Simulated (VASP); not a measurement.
VASP runs on Ni3Fe (L1_2) share one base input (PBE GGA, plane waves, VASP's PBE PAW potentials (set 64)) and change the settings named in each case.

File POSCAR:
```
Ni3Fe
1
    3.6210000000     0.0000000000     0.0000000000
    0.0000000000     3.6210000000     0.0000000000
    0.0000000000     0.0000000000     3.6210000000
Fe Ni
1 3
Direct
  0.0000000000   0.0000000000   0.0000000000
  0.0000000000   0.5000000000   0.5000000000
  0.5000000000   0.0000000000   0.5000000000
  0.5000000000   0.5000000000   0.0000000000
```

INCAR:
```
# general
SYSTEM =Ni3Fe
PREC   =Accurate
ENCUT  =400
LREAL  =F
LASPH  =T

# electronic loop
EDIFF  =1E-6
NELM   =100
ALGO   =Normal
LMAXMIX=4

# smearing
ISMEAR =1
SIGMA  =0.1

# functional
GGA    =PE

# spin
ISPIN  =2
MAGMOM =3.0 3*0.7

# ions
ISIF   =2

# output
LWAVE  =F
LCHARG =F
LORBIT =10
```

**KPOINTS**
```
K-points
0
Gamma
  8 8 8
0 0 0
```

POTCAR, in this order: Fe Ni (PBE.64 set). Program: vasp_std.

```json
[
 {"change": "base run", "E(σ→0) (eV/atom)": "-6.2236", "pressure (GPa)": "-10.86", "moment (μB)": "4.99", "−TS (eV)": "-0.0018"},
 {"change": "LDAU = .TRUE., LDAUJ = 0 0, LDAUL = 2 2, LDAUTYPE = 2, LDAUU = 1.0 1.0", "E(σ→0) (eV/atom)": "-5.5538", "pressure (GPa)": "-11.40", "moment (μB)": "5.07", "−TS (eV)": "-0.0011"},
 {"change": "LDAU = .TRUE., LDAUJ = 0 0, LDAUL = 2 2, LDAUTYPE = 2, LDAUU = 2.0 2.0", "E(σ→0) (eV/atom)": "-4.9100", "pressure (GPa)": "-11.64", "moment (μB)": "5.22", "−TS (eV)": "-0.0021"},
 {"change": "LDAU = .TRUE., LDAUJ = 0 0, LDAUL = 2 2, LDAUTYPE = 2, LDAUU = 3.0 3.0", "E(σ→0) (eV/atom)": "-4.2954", "pressure (GPa)": "-11.54", "moment (μB)": "5.41", "−TS (eV)": "0.0001"},
 {"change": "LDAU = .TRUE., LDAUJ = 0 0, LDAUL = 2 2, LDAUTYPE = 2, LDAUU = 4.0 4.0", "E(σ→0) (eV/atom)": "-3.7106", "pressure (GPa)": "-10.92", "moment (μB)": "5.67", "−TS (eV)": "0.0010"},
 {"change": "LDAU = .TRUE., LDAUJ = 0 0, LDAUL = 2 2, LDAUTYPE = 2, LDAUU = 5.0 5.0", "E(σ→0) (eV/atom)": "-3.1615", "pressure (GPa)": "-9.29", "moment (μB)": "6.03", "−TS (eV)": "-0.0006"},
 {"change": "LDAU = .TRUE., LDAUJ = 0 0, LDAUL = 2 2, LDAUTYPE = 2, LDAUU = 6.0 6.0", "E(σ→0) (eV/atom)": "-2.6472", "pressure (GPa)": "-8.66", "moment (μB)": "6.10", "−TS (eV)": "0.0010"},
 {"change": "LDAU = .TRUE., LDAUJ = 0 0, LDAUL = 2 2, LDAUTYPE = 2, LDAUU = 8.0 8.0", "E(σ→0) (eV/atom)": "-1.7021", "pressure (GPa)": "-7.67", "moment (μB)": "6.22", "−TS (eV)": "0.0006"},
 {"change": "LDAU = .TRUE., LDAUJ = 0 0, LDAUL = 2 2, LDAUTYPE = 2, LDAUU = 5.0 5.0, LMAXMIX = 2", "E(σ→0) (eV/atom)": "-3.1615", "pressure (GPa)": "-9.42", "moment (μB)": "6.03", "−TS (eV)": "-0.0006"}
]
```
 Energies of different potentials or functionals have different zeros.

Left out are runs that ran out of time, are held back, or changed the cell or the kind of run, fixed moments of cells without a moment, rows past the twelfth, gaps on odd meshes, pressures of charged cells and columns that move by less than the noise.

The compound is Ni3Fe in the L1_2 structure. The cell was not relaxed at this level. The spin order is the one that the start imposed; others were not tried in this run.
